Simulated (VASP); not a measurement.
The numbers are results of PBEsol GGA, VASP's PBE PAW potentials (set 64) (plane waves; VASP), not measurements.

Input for VASP

INCAR:
```
SYSTEM = Cu
PREC = Accurate
ENCUT = 400
EDIFF = 1E-6
NELM = 100
ALGO = Normal
LREAL = .FALSE.
LASPH = .TRUE.
ISMEAR = 1
SIGMA = 0.1
GGA = PS
LMAXMIX = 4
LWAVE = .FALSE.
LCHARG = .FALSE.
IBRION = 2
ISIF = 3
NSW = 60
EDIFFG = -0.01
```

### KPOINTS
```
Automatic
0
G
 11 11 11
0 0 0
```

File POSCAR:
```
Cu
1.0
  0.0000000000   2.6158143318   2.6158143318
  2.6158143318   0.0000000000   2.6158143318
  2.6158143318   2.6158143318   0.0000000000
Cu
2
Cartesian
  3.9237214977   3.9237214977   3.9237214977
  2.6158143318   2.6158143318   2.6158143318
```

POTCAR, in this order: Cu (PBE.64 set). Program: vasp_std.

What does the run give for the energy per atom (σ→0), volume per atom, band gap (on the k-mesh)?

| Property | Value |
|---|---|
| energy per atom (σ→0) | -3.122 eV/atom |
| band gap (on the k-mesh) | none (metal, semimetal or under 0.01 eV) |
| volume per atom | 17.84 Å^3/atom |

**OSZICAR**
```
...
DAV:   1    -0.625418244467E+01   -0.96772E-02   -0.13334E-01  1715   0.888E+00    0.826E-01
DAV:   2    -0.624983886157E+01    0.43436E-02   -0.11201E-01  1911   0.794E+00    0.468E-01
DAV:   3    -0.624483915640E+01    0.49997E-02   -0.25056E-02  1925   0.386E+00    0.117E-01
DAV:   4    -0.624460167686E+01    0.23748E-03   -0.17690E-04  2546   0.237E-01    0.233E-03
DAV:   5    -0.624460286704E+01   -0.11902E-05   -0.61785E-06  1991   0.254E-02    0.319E-03
DAV:   6    -0.624460426674E+01   -0.13997E-05   -0.46955E-07   924   0.167E-02    0.190E-03
DAV:   7    -0.624460388421E+01    0.38253E-06   -0.71911E-08   889   0.656E-03
   3 F= -.62446039E+01 E0= -.62440905E+01  d E =-.117881E-03
```

The structure was generated: Cu was put into the diamond type (Fd-3m), which need not be its known phase. This run relaxes it. Symmetry was kept, so distortions that lower it aren't found. The start is the result of an earlier pass.
